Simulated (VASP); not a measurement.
Here is the system:

```
Ta
1.0
   -1.64192     1.64192     1.64192
    1.64192    -1.64192     1.64192
    1.64192     1.64192    -1.64192
Ta
1
Cartesian
  0.00000   0.00000   0.00000
```

Calculation: PBEsol GGA with spin-orbit coupling, VASP's PBE PAW potentials (set 64) (plane waves; VASP 6.6.1). Run with 400 eV cut-off, 14×14×14 Γ-centred mesh, Gaussian smearing of 0.050 eV, potentials Ta_pv.

Q: Give the energies of bands 7 to 17 at the high-symmetry points, in eV from the Fermi level.

A: 
```csv
band,Γ,H,N,P
7,-7.94,-3.87,-4.42,-1.59
8,-7.94,-3.87,-4.42,-1.59
9,0.60,-3.87,-1.57,-0.98
10,0.60,-3.87,-1.57,-0.98
11,0.60,6.82,1.78,-0.98
12,0.60,6.82,1.78,-0.98
13,1.02,6.82,3.97,5.21
14,1.02,6.82,3.97,5.21
15,4.13,7.43,5.03,5.21
16,4.13,7.43,5.03,5.21
17,4.13,7.55,8.03,7.29
```

It has no gap at this level: it comes out as a metal or semimetal.

The compound is Ta in the bcc structure. It was relaxed first.
